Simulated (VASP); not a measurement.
VASP runs on TcAs (space group P6/mmm) share one base input (PBE GGA, plane waves, VASP's PBE PAW potentials (set 64)) and change the settings named in each case.

### POSCAR
```
TcAs
5.3845350
  1.0000000000   0.0000000000   0.0000000000
 -0.4999999071   0.8660253857   0.0000000000
  0.0000000000   0.0000000000   0.8069142461
Tc As
3 3
Cart
  0.5000000000   0.0000000000   0.0000000000
  0.2500000464   0.4330126928   0.0000000000
 -0.2499999536   0.4330126928   0.0000000000
  0.0000000000   0.0000000000   0.0000000000
 -0.0000004381   0.5773505458   0.4034571230
  0.5000005310   0.2886748399   0.4034571230
```

### KPOINTS
```
Automatic mesh
0
Gamma
3 3 3
0 0 0
```

INCAR:
```
SYSTEM=TcAs
PREC=Accurate; ENCUT=300; LREAL=.FALSE.
LASPH=.TRUE.
EDIFF=1E-6; NELM=100; ALGO=Normal
LMAXMIX=4
ISMEAR=0; SIGMA=0.272
GGA=PE
ISIF=2
LWAVE=.FALSE.; LCHARG=.FALSE.
```

POTCAR, in this order: Tc_pv As (PBE.64 set). Program: vasp_std.

| change | E(σ→0) (eV/atom) | pressure (GPa) | −TS (eV) |
|---|---|---|---|
| base run | -7.2177 | -5.45 | -0.3268 |
| GGA = PS | -7.8779 | ? | ? |
| GGA_COMPAT = .FALSE., LNONCOLLINEAR = .TRUE., LSORBIT = .TRUE., MAGMOM = 0.0 0.0 0.0 0.0 0.0 0.0 0.0 0.0 0.0 0.0 0.0 0.0 0.0 0.0 0.0 0.0 0.0 0.0, program vasp_ncl | -7.2755 | -5.33 | -0.3223 |
| KPOINTS 2×2×2 Γ-centred mesh | -7.2957 | ? | ? |

Question: Some entries are withheld; supply them.

Answer: 
- KPOINTS 2×2×2 Γ-centred mesh, pressure (GPa): -5.44
- KPOINTS 2×2×2 Γ-centred mesh, −TS (eV): -0.4278
- GGA = PS, pressure (GPa): -11.02
- GGA = PS, −TS (eV): -0.3253

Energies of different potentials or functionals have different zeros.  At 300 eV the pressure can carry a Pulay error.

Left out are runs that ran out of time, are held back, or changed the cell or the kind of run, fixed moments of cells without a moment, rows past the twelfth, gaps on odd meshes, pressures of charged cells and columns that move by less than the noise.

The structure was generated: TcAs was put into an ordered model structure, which need not be its known phase. The cell was not relaxed at this level. VASP warned that the highest band is occupied, so more bands are needed.
